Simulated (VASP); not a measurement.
The system is CdS (Hawleyite).

```xyz
2
Lattice="0.0000 2.9165 2.9165 2.9165 0.0000 2.9165 2.9165 2.9165 0.0000" Properties=species:S:1:pos:R:3 pbc="T T T"
Cd    0.0000    0.0000    0.0000
S     4.3748    4.3748    4.3748
```

Base run:

| Item | Value |
| --- | --- |
| Program | VASP 6.6.1 |
| Functional | PBE |
| Potentials or basis | VASP PAW PBE potentials, release 64 (Cd, S) |
| Cutoff | 520 eV |
| k mesh | 8 × 8 × 8 |
| Occupations | gaussian, width 0.02 eV |
| Spin | no spin polarisation |

Its results: band gap on the k mesh 1.15 eV, direct; pressure 3.2 GPa.

The run is repeated on the same cell with these changes: functional from PBE to r2SCAN. What comes out?

Band gap on the k mesh 1.59 eV, direct; pressure 1.8 GPa.

r2SCAN gives the wider gap, since meta-GGAs in the generalised Kohn-Sham scheme recover part of the derivative discontinuity.

Caveats: the PAW data sets were made with another functional, which shifts forces and pressure a little (some runs).
